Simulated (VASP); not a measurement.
```
CELL_PARAMETERS angstrom
      0.00000     2.53980     2.53980
      2.53980     0.00000     2.53980
      2.53980     2.53980     0.00000
ATOMIC_POSITIONS crystal
  Gd 0.00000 0.00000 0.00000
  N  0.50000 0.50000 0.50000
```

All values below come from PBE GGA, VASP's PBE PAW potentials (set 64) (plane waves; VASP 6.6.1). Run with 520 eV cut-off, 8×8×8 Γ-centred mesh, second-order Methfessel-Paxton smearing of 0.10 eV, potentials Gd_3 N.

The 4f electrons are frozen in the core of the lanthanide potential, so 4f levels, which can set the real gap, and their magnetism are missing.

Predict the energy per atom (σ→0), pressure, band gap (on the k-mesh) with the smallest direct gap where there is one.

The band gap (on the k-mesh) is 0.08 eV. The smallest direct gap (on the k-mesh) is 0.39 eV. The energy per atom (σ→0) is -8.057 eV/atom. The pressure comes out as -8.04 GPa.

The absolute energy has meaning only against runs of the same code, potentials and settings.

The compound is GdN in the rock salt structure. The cell was not relaxed at this level. The run is one of a series of settings (ISMEAR = 2, SIGMA = 0.1 against the base run), some of them coarse on purpose.
